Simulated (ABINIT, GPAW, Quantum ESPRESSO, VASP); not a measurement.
BW2 (P1, 6 atoms in the cell) computed with different codes at matched settings

Self-consistent single point.

```
CELL_PARAMETERS angstrom
     -2.78358     2.78358     2.38294
      2.78358    -2.78358     2.38294
      2.78358     2.78358    -2.38294
ATOMIC_POSITIONS crystal
  B  0.23955 0.25602 0.99377
  B  0.74808 0.75957 0.99575
  W  0.68330 0.84088 0.54025
  W  0.34963 0.16450 0.50991
  W  0.81435 0.30987 0.12754
  W  0.16510 0.66916 0.83278
```

All programs got the same cell, k-point mesh and kind of occupations (in GPAW's words: kpts = 4 4 4; mesh shift (steps) = 0 0 0; occupations.name = methfessel-paxton; occupations.width = 0.136 eV; occupations.order = 0); potentials, basis and cutoffs are each program's usual ones.

```tsv
code	model	pressure (GPa)	largest force (eV/Å)	cutoff
GPAW	LDA (Perdew-Wang 92), GPAW PAW datasets LDA (gpaw-data 1.0.1)	–	3.908	950 eV
Quantum ESPRESSO	LDA (PZ), GBRV 1.5 ultrasoft (LDA) pseudopotentials	-7.92	4.034	40 Ry
ABINIT	LDA (PW92), norm-conserving pseudopotentials (PseudoDojo nc-sr-04 LDA standard)	-6.35	3.949	76 Ry
VASP	LDA (PZ), VASP's LDA PAW potentials (set 64)	-3.72	4.037	400 eV
```

Size of the force on each atom (eV/Å): Sizes of forces hide their directions.

```csv
code,B1,B2,W3,W4,W5,W6
GPAW,1.448,1.744,3.908,2.182,2.770,0.272
Quantum ESPRESSO,1.492,1.800,4.034,2.236,2.908,0.244
ABINIT,1.472,1.773,3.949,2.188,2.813,0.253
VASP,1.490,1.795,4.037,2.266,2.909,0.252
```

A dash marks a value that a program does not give, or that is left out as unsure.

The spread over the programs that give each value: pressure within 4.20 GPa; largest force within 0.129 eV/Å.

The starting cell comes from a database of computed structures (which also holds hypothetical and non-ambient phases and stackings), without a prior relaxation at this level. Its atoms were displaced at random from the sites of space group no. 140. On GPAW's run: Spin-orbit coupling is off. Spin polarisation is off. In the base run, forces exceed 1 eV/Å. Without a gap this mesh is coarse (it stands for a supercell whose shortest vector is 18 Å).

Problem. Why do the programs differ, and what cannot be compared?

Solution. Differences of this kind can come from the potentials, where these differ, and from what each basis and cutoff leave unconverged. The zero of total energies and Fermi levels follows the potentials and each program's conventions, so they are not compared here. The pressure of GPAW is left out: its cutoff lies under the one at which its stress was checked. The same LDA comes in different parametrisations, which differ slightly. In the force vectors, GPAW (by 0.091) lies more than 0.08 eV/Å from the median of the plane-wave programs.

The shared mesh is coarse (it stands for a supercell whose shortest vector is 18 Å), so the values are not converged in it.

VASP's run is marked for a possible Pulay error in its stress at this cutoff; no cutoff test was made.

Left out of this page: Ansatz, CP2K, FLEUR and SIESTA (not drawn, or without a comparable value).

Keys are those of Ansatz 0.2.
